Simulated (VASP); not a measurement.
Input of a VASP 6.6.1 run:

Contents of INCAR:

```
SYSTEM = Ni
  ALGO = Fast
  EDIFF = 1E-7
  EDIFFG = -0.002
  ENCUT = 520
  GGA = PE
  IBRION = 2
  ISIF = 3
  ISMEAR = 0
  ISPIN = 2
  LASPH = .True.
  LCHARG = .False.
  LMAXMIX = 4
  LORBIT = 11
  LREAL = .False.
  LWAVE = .False.
  MAGMOM = 0.8
  NELM = 100
  NSW = 80
  PREC = Accurate
  SIGMA = 0.1
```

Contents of KPOINTS:

```
k-points
0
Gamma
  4 4 4
  0 0 0
```

Contents of POSCAR:

```
Ni                                      
1.0
   -0.0000000000      1.7497487137      1.7497487137
    1.7497487137     -0.0000000000      1.7497487137
    1.7497487137      1.7497487137     -0.0000000000
  Ni            
     1
Direct
     0.0000000000000000    0.0000000000000000    0.0000000000000000
```

Potentials or basis: VASP PAW PBE potentials, release 64 (Ni).

Command:

```bash
$ cat potpaw_PBE.64/Ni/POTCAR > POTCAR
$ mpirun -np 1 vasp_std > vasp.out
```

**Question.** Predict the net moment.

**Answer.** 0.59 μB per cell.

**Question.** What does it give for the relaxed volume?

**Answer.** 10.71 Å³/atom.

**Question.** What does it give for the band gap on the k mesh?

**Answer.** None (metal or under the smearing width).

Final structure:
```
Ni
1.0
     0.00000    1.74946    1.74946
     1.74946    0.00000    1.74946
     1.74946    1.74946    0.00000
Ni
1
Cartesian
  0.0000 0.0000 0.0000
```

Caveat: the k mesh is coarse (spacing up to 0.78 Å⁻¹), so the values aren't converged.
